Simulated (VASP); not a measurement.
These are vdW-DF2, VASP's PBE PAW potentials (set 64) (plane waves; VASP) values and carry that method's errors.

The input files of a VASP run:

**POSCAR**
```
C
1.0
  0.0000000000   1.7835000000   1.7835000000
  1.7835000000   0.0000000000   1.7835000000
  1.7835000000   1.7835000000   0.0000000000
C
2
Direct
  0.0000000000   0.0000000000   0.0000000000
  0.2500000000   0.2500000000   0.2500000000
```

### INCAR
```
! general
SYSTEM  =C
PREC    =Accurate
ENCUT   =520
LREAL   =.FALSE.
LASPH   =.TRUE.

! electronic loop
EDIFF   =1E-6
NELM    =100
ALGO    =Normal

! smearing
ISMEAR  =0
SIGMA   =0.05

! functional
GGA     =ML
LUSE_VDW=.TRUE.
AGGAC   =0.0
ZAB_VDW =-1.8867

! ions
IBRION  =2
NSW     =60
ISIF    =3
EDIFFG  =-0.01

! output
LWAVE   =.FALSE.
LCHARG  =.FALSE.
```

KPOINTS:
```
Regular mesh
0
Gamma
 11 11 11
```

POTCAR, in this order: C (PBE.64 set). Program: vasp_std.

Q: What will the output report for the number of irreducible k-points (NKPTS), largest plane-wave count, number of space-group operations, FFT grid (NGX, NGY, NGZ)?

A: 
The number of irreducible k-points (NKPTS) comes out as 56. The largest plane-wave count comes out as 316 and the number of space-group operations comes out as 48. The FFT grid (NGX, NGY, NGZ) is 20 × 20 × 20.

The compound is C in the diamond structure. This run relaxes it. Symmetry was kept, so distortions that lower it aren't found.
